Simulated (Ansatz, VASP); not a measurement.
**As7O in VASP and in Ansatz**

```xyz
8
Lattice="0.0000 4.1374 4.1374 4.1374 0.0000 4.1374 4.1374 4.1374 0.0000" Properties=species:S:1:pos:R:3 pbc="T T T"
As    4.1374    4.1374    4.1374
As    2.0687    0.0000    2.0687
As    0.0000    2.0687    2.0687
As    4.1374    2.0687    2.0687
As    2.0687    4.1374    2.0687
As    2.0687    2.0687    0.0000
As    2.0687    2.0687    4.1374
O     0.0000    0.0000    0.0000
```

Change from the starting cell: species swapped into the SbPt7 type (Fm-3m, No. 225).

Alike in both runs: functional PBE; k mesh 8 × 8 × 8; occupations gaussian, width 0.1 eV; no spin polarisation.

Ansatz relaxed the structure, and its values are those at the end. VASP's run is a single point on that final structure, the one shown.

|  | VASP | Ansatz |
| --- | --- | --- |
| version | VASP 6.6.1 | Ansatz 0.2.0 |
| potentials or method | VASP PAW PBE potentials, release 64 (As, O) | scalar-relativistic, plane waves, PAW |
| plane-wave cutoff (eV) | 520 | 420 |
| valence electrons in the cell | 41 | 111 |

|  | VASP | Ansatz | Ansatz less VASP |
| --- | --- | --- | --- |
| gap on the k mesh at the Fermi level (eV) | none | none | - |
| pressure (GPa) | 0.0 | 0.0 | -0.04 |

A gap of «none» marks a metal or a gap that the smearing closes. With one functional, cell and mesh, what is left measures potentials, basis and numerics. The two sets of potentials don't hold the same shells in valence.

Caveats: an odd number of electrons without spin polarisation forces a metal; a magnetic or distorted state may lie lower.
